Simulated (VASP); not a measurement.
Input:

```
CELL_PARAMETERS angstrom
      0.00000     3.46215     3.46215
      3.46215     0.00000     3.46215
      3.46215     3.46215     0.00000
ATOMIC_POSITIONS crystal
  Rb 0.00000 0.00000 0.00000
  Br 0.50000 0.50000 0.50000
```

Calculation: r2SCAN meta-GGA, VASP's PBE PAW potentials (set 64) (plane waves; VASP). Run with 520 eV cut-off, 7×7×7 Γ-centred mesh, Gaussian smearing of 0.050 eV, potentials Rb_sv Br.

Task: The job: RbBr (rock salt), 2 atoms, r2SCAN, static run, 520 eV, 7×7×7 Γ-centred mesh. Roughly how much core time does it take on a busy server core?

Result: About 90 core-seconds (one run on a shared machine, a rough figure). It had 20 irreducible k-points, 12 bands, up to 2247 plane waves and 21 electronic steps.

The compound is RbBr in the rock salt structure. It was relaxed first.
